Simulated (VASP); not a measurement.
# Ru: relaxation of cell and atoms with RPBE

Crystal: Ru.

```
Ru
1.0
     2.70580    0.00000    0.00000
    -1.35290    2.34329    0.00000
     0.00000    0.00000    4.28190
Ru
2
Direct
  0.33333 0.66667 0.25000
  0.66667 0.33333 0.75000
```

| Item | Value |
| --- | --- |
| Program | VASP 6.6.1 |
| Task | relaxation of cell and atoms |
| Functional | RPBE |
| Potentials or basis | VASP PAW PBE potentials, release 64 (Ru_pv) |
| Cutoff | 600 eV |
| k mesh | 15 × 15 × 9 |
| Occupations | methfessel-paxton, width 0.1 eV |
| Spin | no spin polarisation |
| Further INCAR settings | ALGO = Normal; EDIFF = 1e-06; IBRION = 2; EDIFFG = -0.01; NSW = 90; ISIF = 3 |

- Relaxed volume: 13.95 Å³/atom
- Relaxed cell: a = 2.731 Å, b = 2.731 Å, c = 4.320 Å, α = 90.00°, β = 90.00°, γ = 120.00°
- Space group after relaxing (to 0.05 Å): P6_3/mmc (No. 194)
- Energy gained by relaxing: 10.1 meV/atom
- Ionic steps: 8
- Pressure after relaxing: 0.1 GPa
- Band gap on the k mesh: none (metal or under the smearing width)

Step by step:
| step | energy change (eV) | largest force (eV/Å) | pressure (GPa) | volume (Å³) |
| --- | --- | --- | --- | --- |
| 1 | 0.0000 | 0.0000 | 8.77 | 27.15 |
| 2 | 0.1265 | 0.0000 | -19.12 | 30.17 |
| 3 | -0.0201 | 0.0000 | -0.18 | 27.93 |
| 4 | -0.0201 | 0.0000 | -0.06 | 27.91 |
| 5 | -0.0201 | 0.0000 | 0.10 | 27.90 |
| 6 | -0.0201 | 0.0000 | 0.09 | 27.90 |
| 7 | -0.0201 | 0.0000 | 0.08 | 27.90 |
| 8 | -0.0201 | 0.0000 | 0.09 | 27.90 |

Final structure:
```cif
data_structure
_symmetry_space_group_name_H-M 'P 1'
_symmetry_Int_Tables_number 1
_cell_length_a 2.7309
_cell_length_b 2.7309
_cell_length_c 4.3196
_cell_angle_alpha 90.000
_cell_angle_beta 90.000
_cell_angle_gamma 120.000
_cell_volume 27.90
loop_
_atom_site_label
_atom_site_type_symbol
_atom_site_fract_x
_atom_site_fract_y
_atom_site_fract_z
_atom_site_occupancy
Ru1 Ru 0.33333 0.66667 0.25000 1
Ru2 Ru 0.66667 0.33333 0.75000 1
```

Levels at points of the mesh, in eV from the Fermi level:
| k point | band 12 | band 13 | band 14 | band 15 | band 16 | band 17 |
| --- | --- | --- | --- | --- | --- | --- |
| (0.00, 0.00, 0.00) | -1.82 | -1.82 | -1.32 | -1.32 | 1.15 | 1.15 |

Run time: 2 min on 1 thread of Intel(R) Xeon(R) 6975P-C (Granite Rapids), with other jobs on the host, peak memory 0.2 GiB.

Caveat: the PAW data sets were made with another functional, which shifts forces and pressure a little. RPBE and its kin give volumes clearly too large for solids.
